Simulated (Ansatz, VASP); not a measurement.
# Cross-check of SiO2 (SiO2 (P3_121)) between VASP and Ansatz

One calculation is typed for both programs; each brings its own data sets. How far apart do they land? The cell is taken from a series of runs on this material, whose earlier steps may have relaxed, scaled, displaced or heated it; both programs get it as it stands.

Method: plane waves, with VASP 6.6.1 beside it; relaxation of cell and atoms at r2SCAN, in Ansatz 0.2.0.

## 1. Starting point

Symmetry: P3_121, No. 152, trigonal system. Conventional cell: a = 4.915 Å, b = 4.915 Å, c = 5.431 Å, α = 90.00°, β = 90.00°, γ = 120.00°. Nearest to Si lie 4 O at 1.61 to 1.62 Å. O has 2 Si at 1.61 to 1.62 Å nearest. Farther neighbours and most contacts between anions are not listed.

## 2. VASP: relaxation of cell and atoms, r2SCAN

The relaxed volume is the usual yardstick between codes: in a stiff, nearly cubic crystal its relative difference is about their pressure difference at one cell divided by the bulk modulus.

Lines of VASP's logs that name or quote its potential files are left out, and so is its time.

The input, INCAR:

```
SYSTEM = SiO2
PREC = Accurate
ENCUT = 660
EDIFF = 1E-07
NELM = 120
ISMEAR = 0
SIGMA = 0.01
LREAL = .FALSE.
ALGO = Normal
METAGGA = R2SCAN
LASPH = .TRUE.
NBANDS = 33
LORBIT = 11
LWAVE = .FALSE.
LCHARG = .FALSE.
ISIF = 3
IBRION = 2
NSW = 80
EDIFFG = -0.005
GGA_COMPAT = .FALSE.
NELMIN = 4
EFERMI = MIDGAP
LMIXTAU = .TRUE.
KPAR = 2
```

The input, POSCAR:

```
SiO2
1.0
    4.9149660000      0.0000000000      0.0000000000
   -2.4574830000      4.2564860000      0.0000000000
    0.0000000000      0.0000000000      5.4313010000
Si O
3 6
Direct
    0.5310885552      0.5310885552      1.0000000000
    0.0000000195      0.4689114838      0.6666666667
    0.4689114838      0.0000000195      0.3333333333
    0.2692231457      0.4133943743      0.7848909804
    0.5866056647      0.8558287909      0.1182243137
    0.1441712481      0.7307768933      0.4515576470
    0.4133943743      0.2692231457      0.2151090196
    0.7307768933      0.1441712481      0.5484423530
    0.8558287909      0.5866056647      0.8817756863
```

The input, KPOINTS:

```
Automatic mesh
0
Gamma
7 7 5
0 0 0
```

The projector-augmented-wave data sets are Si and O (PBE family, release 64).

Launch:

```bash
$ mpirun -np 2 vasp_std
```

Numbers of over 12 decimals in the logs are rounded to 6 here.

Log:

```text
[banner, memory and clock lines left out]
running    2 mpi-ranks, on    1 nodes
 distrk:  each k-point on    1 cores,    2 groups
 distr:  one band on    1 cores,    1 groups

 POSCAR found type information on POSCAR SiO
 POSCAR found :  2 types and       9 ions
|                                                                             |
|               ----> ADVICE to this user running VASP <----                  |
|                                                                             |
|     You enforced a specific xc type in the INCAR file but a different       |
|     [... a line on the potential file left out ...]
|     I HOPE YOU KNOW WHAT YOU ARE DOING!                                     |
|                                                                             |

 LDA part: xc-table for (None), standard interpolation
 POSCAR, INCAR and KPOINTS ok, starting setup
 FFT: planning ... GRIDC
 FFT: planning ... GRID_SOFT
 FFT: planning ... GRID
 WAVECAR not read
 entering main loop
       N       E                     dE             d eps       ncg     rms          rms(c)
DAV:   1     0.291697420919E+03    0.29170E+03   -0.29137E+04  2112   0.165E+03
DAV:   2    -0.917469461077E+02   -0.38344E+03   -0.37039E+03  2719   0.340E+02
DAV:   3    -0.112934642983E+03   -0.21188E+02   -0.21098E+02  2663   0.836E+01
DAV:   4    -0.113164301017E+03   -0.22966E+00   -0.22944E+00  2648   0.966E+00
DAV:   5    -0.113167533507E+03   -0.32325E-02   -0.32313E-02  2656   0.113E+00    0.260E+01
DAV:   6    -0.945203935113E+02    0.18647E+02   -0.22562E+01  2413   0.239E+01    0.149E+01
DAV:   7    -0.876109314471E+02    0.69095E+01   -0.18872E+00  2559   0.104E+01    0.494E+00
DAV:   8    -0.948513236656E+02   -0.72404E+01   -0.25894E+00  2269   0.917E+00    0.306E+00
DAV:   9    -0.892270345922E+02    0.56243E+01   -0.14060E+00  2144   0.728E+00    0.793E-01
DAV:  10    -0.893228628187E+02   -0.95828E-01   -0.33162E-01  2142   0.490E+00    0.750E-01
DAV:  11    -0.892899289982E+02    0.32934E-01   -0.60649E-03  2671   0.592E-01    0.624E-01
DAV:  12    -0.894706980496E+02   -0.18077E+00   -0.93291E-02  2142   0.251E+00    0.189E-01
DAV:  13    -0.894692257958E+02    0.14723E-02   -0.93792E-03  2653   0.637E-01    0.123E-01
DAV:  14    -0.894732592692E+02   -0.40335E-02   -0.23730E-03  2478   0.334E-01    0.692E-02
DAV:  15    -0.894758414409E+02   -0.25822E-02   -0.31667E-03  2162   0.518E-01    0.442E-02
DAV:  16    -0.894763918532E+02   -0.55041E-03   -0.19592E-04  2299   0.125E-01    0.405E-02
DAV:  17    -0.894767454704E+02   -0.35362E-03   -0.94119E-05  2555   0.734E-02    0.176E-02
DAV:  18    -0.894768068549E+02   -0.61385E-04   -0.90844E-05  2227   0.747E-02    0.127E-02
DAV:  19    -0.894768691230E+02   -0.62268E-04   -0.25235E-05  2193   0.443E-02    0.608E-03
DAV:  20    -0.894768687944E+02    0.32860E-06   -0.11721E-06  2648   0.821E-03    0.183E-03
DAV:  21    -0.894768723828E+02   -0.35884E-05   -0.91999E-07  2412   0.880E-03    0.202E-03
DAV:  22    -0.894768719198E+02    0.46293E-06   -0.65331E-08  1880   0.261E-03    0.164E-03
DAV:  23    -0.894768729100E+02   -0.99012E-06   -0.28608E-07  1929   0.504E-03    0.264E-04
DAV:  24    -0.894768729428E+02   -0.32805E-07   -0.32063E-08  1823   0.178E-03
   1 F= -.89476873E+02 E0= -.89476873E+02  d E =-.894769E+02
[... from here on, the cycles between the ionic steps are left out ...]
   2 F= -.89476983E+02 E0= -.89476983E+02  d E =-.110217E-03
   5 F= -.89477110E+02 E0= -.89477110E+02  d E =-.126406E-03
   6 F= -.89477149E+02 E0= -.89477149E+02  d E =-.383615E-04
   7 F= -.89477149E+02 E0= -.89477149E+02  d E =-.384948E-04
   8 F= -.89477155E+02 E0= -.89477155E+02  d E =-.614295E-05
   9 F= -.89477169E+02 E0= -.89477169E+02  d E =-.198964E-04
  10 F= -.89477177E+02 E0= -.89477177E+02  d E =-.278211E-04
  11 F= -.89477181E+02 E0= -.89477181E+02  d E =-.413906E-05
  12 F= -.89477183E+02 E0= -.89477183E+02  d E =-.619431E-05
  13 F= -.89477185E+02 E0= -.89477185E+02  d E =-.274559E-05
  14 F= -.89477193E+02 E0= -.89477193E+02  d E =-.100681E-04
 curvature:  -0.67 expect dE=-0.620E-05 dE for cont linesearch -0.423E-05
 ZBRENT: increasing intervall
 opt :   1.8524  next Energy=   -89.477200 (dE=-0.175E-04)
 bond charge predicted
       N       E                     dE             d eps       ncg     rms          rms(c)
DAV:   1    -0.894771996755E+02   -0.69193E-05   -0.32533E-03  2112   0.369E-01    0.132E-02
DAV:   2    -0.894772028342E+02   -0.31588E-05   -0.61704E-05  2679   0.489E-02    0.618E-03
DAV:   3    -0.894772015798E+02    0.12544E-05   -0.13568E-06  2421   0.119E-02    0.385E-03
DAV:   4    -0.894772002462E+02    0.13336E-05   -0.36050E-06  2144   0.148E-02    0.125E-03
DAV:   5    -0.894772018635E+02   -0.16173E-05   -0.25716E-06  2134   0.147E-02    0.474E-04
DAV:   6    -0.894772022077E+02   -0.34428E-06   -0.39224E-07  1944   0.516E-03    0.382E-04
DAV:   7    -0.894772022554E+02   -0.47637E-07   -0.21062E-08  1856   0.123E-03
  15 F= -.89477202E+02 E0= -.89477202E+02  d E =-.195191E-04
 curvature:  -1.18 expect dE=-0.200E-04 dE for cont linesearch -0.149E-05
 trial: gam= 0.00000 g(F)=  0.248E-05 g(S)=  0.145E-04 ort = 0.476E-05 (trialstep = 0.519E+00)
 search vector abs. value=  0.169E-04
 reached required accuracy - stopping structural energy minimisation
```

OUTCAR, selected parts (step 2):

```text
ion  position               nearest neighbor table
   1  0.531  0.531  0.000-   9 1.61   5 1.61   4 1.62   7 1.62   2 3.06   2 3.06   3 3.06   3 3.06

  LATTYP: Found a hexagonal cell.
 ALAT       =     4.9149660000
 C/A-ratio  =     1.1050536260

 Subroutine GETGRP returns: Found  6 space group operations
 (whereof  2 operations were pure point group operations)

The static configuration has the point symmetry C_2 .
 The point group associated with its full space group is D_3 .

 Found     32 irreducible k-points:

   k-points           NKPTS =     32   k-points in BZ     NKDIM =     32   number of bands    NBANDS=     33

   dimension x,y,z NGX =    42 NGY =   42 NGZ =   48
   dimension x,y,z NGXF=    84 NGYF=   84 NGZF=   96

   ENCUT  =  660.0 eV  48.51 Ry    6.96 a.u.  10.30 10.30 11.38*2*pi/ulx,y,z

   NELECT =      48.0000    total number of electrons

 k-points in reciprocal lattice and weights: Automatic mesh
   0.00000000  0.00000000  0.00000000       0.004
   0.14285714  0.00000000  0.00000000       0.024
   0.28571429  0.00000000  0.00000000       0.024
   0.42857143  0.00000000  0.00000000       0.024
   0.14285714  0.14285714  0.00000000       0.024
   0.28571429  0.14285714  0.00000000       0.049
   0.42857143  0.14285714  0.00000000       0.024
   0.28571429  0.28571429  0.00000000       0.024
   0.00000000  0.00000000  0.20000000       0.008
[...]
0.42857143  0.14285714  0.40000000       0.049
   0.28571429  0.28571429  0.40000000       0.049

 average (electrostatic) potential at core
       1 -89.5308       2 -89.5308       3 -89.5308       4 -76.2317       5 -76.2317
       6 -76.2317       7 -76.2317       8 -76.2317       9 -76.2317

 E-fermi :   3.9083

 k-point     1 :       0.0000    0.0000    0.0000
  band No.  band energies     occupation
    ...
     20      -0.4087      2.00000
     21      -0.4087      2.00000
     22      -0.1080      2.00000
     23       0.3034      2.00000
     24       0.3034      2.00000
     25       7.2160      0.00000
     26      10.6852      0.00000
     27      10.6852      0.00000
     28      11.2148      0.00000
     29      11.2148      0.00000
    ...

 k-point     2 :       0.1429    0.0000    0.0000
  band No.  band energies     occupation
    ...
     20      -0.4539      2.00000
     21      -0.4046      2.00000
     22      -0.1814      2.00000
     23       0.3418      2.00000
     24       0.3689      2.00000
     25       7.5394      0.00000
     26      10.6848      0.00000
     27      10.7429      0.00000
     28      11.2244      0.00000
     29      11.3137      0.00000
    ...

 k-point     3 :       0.2857    0.0000    0.0000
  band No.  band energies     occupation
    ...
     20      -0.5036      2.00000
     21      -0.4103      2.00000
     22      -0.2410      2.00000
     23       0.3666      2.00000
     24       0.4852      2.00000
     25       8.3574      0.00000
     26      10.7445      0.00000
     27      10.8294      0.00000
     28      11.3214      0.00000
     29      11.5725      0.00000
    ...

  Total       -0.0307329     -0.0307329     -0.0284343      0.0000000      0.0000000      0.0000000
  in kB       -0.4338645     -0.4338646     -0.4014145      0.0000000      0.0000000      0.0000000
  external PRESSURE =      -0.4230479 kB  Pullay stress =       0.0000000 kB

  energy-cutoff  :      660.00
  volume of cell :      113.49
      direct lattice vectors                 reciprocal lattice vectors
     4.918600888 -0.000000000 -0.000000000     0.203309848  0.117380979 -0.000000000
    -2.459300444  4.259633907  0.000000000     0.000000000  0.234761959 -0.000000000
    -0.000000000  0.000000000  5.416842101     0.000000000 -0.000000000  0.184609405

 POSITION                                       TOTAL-FORCE (eV/Angst)
 -----------------------------------------------------------------------------------
      1.30688      2.26358      0.00000         0.000515      0.000893      0.000000
     -1.15242      1.99606      3.61123         0.000515     -0.000893      0.000000
      2.30485      0.00000      1.80561        -0.001031      0.000000      0.000000
      0.30890      1.76060      4.24922         0.002724      0.000104      0.000772
      0.78012      3.64685      0.63799        -0.001452      0.002307      0.000772
     -1.08902      3.11181      2.44361        -0.001272     -0.002411      0.000772
      1.37028      1.14782      1.16762        -0.001272      0.002411     -0.000772
      3.23942      0.61278      2.97324        -0.001452     -0.002307     -0.000772
      2.76820      2.49903      4.77885         0.002724     -0.000104     -0.000772
 -----------------------------------------------------------------------------------
    total drift:                                0.000030      0.000001      0.000000

  FREE ENERGIE OF THE ION-ELECTRON SYSTEM (eV)
  ---------------------------------------------------
  free  energy   TOTEN  =       -89.4772022554 eV

  energy  without entropy=      -89.4772022554  energy(sigma->0) =      -89.47720226

 reached required accuracy - stopping structural energy minimisation

 total charge
# of ion       s       p       d       tot
------------------------------------------
    1        0.634   1.002   0.000   1.636
    2        0.634   1.002   0.000   1.636
    3        0.634   1.002   0.000   1.636
    4        1.552   3.731   0.000   5.283
    5        1.552   3.731   0.000   5.283
    6        1.552   3.731   0.000   5.283
    7        1.552   3.731   0.000   5.283
    8        1.552   3.731   0.000   5.283
    9        1.552   3.731   0.000   5.283
--------------------------------------------------
tot         11.214  25.392   0.000  36.607

[... 3 further parts left out ...]
```

CONTCAR:

```
SiO2
   1.00000000000000
     4.9186008882822279   -0.0000000000000000   -0.0000000000000000
    -2.4593004441411139    4.2596339068906772    0.0000000000000000
    -0.0000000000000000    0.0000000000000000    5.4168421013388519
  Si              O
     3     6
Direct
     0.5314020819047314    0.5314020819047249    0.0000000000000000
     0.0000000195000059    0.4685979570952744    0.6666666667000030
     0.4685979570952624    0.0000000194999998    0.3333333332999970
     0.2694646228829670    0.4133230640846502    0.7844460767944935
     0.5866769749153579    0.8561415782983030    0.1177794100944904
     0.1438584607016816    0.7305354161170466    0.4511127433944945
     0.4133230640846350    0.2694646228829603    0.2155539232055067
     0.7305354161170550    0.1438584607016968    0.5488872566055053
     0.8561415782983097    0.5866769749153494    0.8822205899055094
```

The run keeps the 6 symmetry operations of its start, so it cannot find a distortion of lower symmetry.

(Part 1 of 2 ends here.)

[Lines on the potential files, build, host, timing and source positions are cut from VASP's logs without a mark.]

[Logs are printed without paths, hosts, clocks, repeated set-up lines and the standing remarks that a program may print on its own settings, such as how far it seeks lower states.]

[Hosts, paths, dates, database ids (printed as entryN), source tags and the programs' standing remarks are cut or masked in the printed files.]
